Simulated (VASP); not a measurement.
The input files of a VASP run:

### INCAR
```
# general
SYSTEM   =  NiAl
PREC     =  Accurate
ENCUT    =  500   # plane-wave cut-off (eV)
LREAL    =  .False.   # projection in real space or not
LASPH    =  .True.   # aspherical one-centre terms

# electronic loop
EDIFF    =  1E-6
NELM     =  100
ALGO     =  Normal   # blocked Davidson
LMAXMIX  =  4   # l cut-off of mixed one-centre charges

# smearing
ISMEAR   =  1   # Methfessel-Paxton
SIGMA    =  0.1

# functional
GGA      =  PE

# ions
IBRION   =  2   # conjugate gradients
NSW      =  40
ISIF     =  3
EDIFFG   =  -0.02   # ionic stop
PSTRESS  =  300

# output
LWAVE    =  .False.
LCHARG   =  .False.
```

KPOINTS:
```
Automatic
0
Gamma
 13 13 13
0 0 0
```

File POSCAR:
```
NiAl
1
    2.7620673346     0.0000000000    -0.0000000000
    0.0000000000     2.7620673346    -0.0000000000
    0.0000000000     0.0000000000     2.7620673346
Al Ni
1 1
Direct
  0.5000000000   0.5000000000   0.5000000000
  0.0000000000   0.0000000000   0.0000000000
```

POTCAR, in this order: Al Ni (PBE.64 set). Program: vasp_std.

Question: Write an equivalent input for Ansatz.

Answer: One equivalent input (not run):
Ansatz 0.2 input:
```yaml
crystal:
  lattice:
    - [2.7620673, 0.0000000, 0.0000000]
    - [0.0000000, 2.7620673, 0.0000000]
    - [0.0000000, 0.0000000, 2.7620673]
  atoms:
    - { symbol: Al, position: [0.5000000, 0.5000000, 0.5000000] }
    - { symbol: Ni, position: [0.0000000, 0.0000000, 0.0000000] }
kpoints:
  mp_grid: { grid: [13, 13, 13] }
hamiltonian:
  xc: pbe
  pseudopotentials: { kind: paw }
scf:
  occupations: { method: methfessel_paxton, width: 0.1 }
  max_iter: 100
relax:
  max_steps: 40
  f_tol: 0.02
  cell: { p_target: 30 }
output: { forces: true, stress: true, eigenvalues: true }
```
The two are equivalent in intent, not identical: each code has its own PAW files, so the cut-off isn't converted (ENCUT is set for VASP's; basis.ecutwfc is left out, and Ansatz then takes the one that its files recommend); Ansatz stops its SCF on the density residual and VASP on the energy change (EDIFF).

The compound is NiAl in the CsCl type structure. It was relaxed first under an external pressure of 30 GPa.
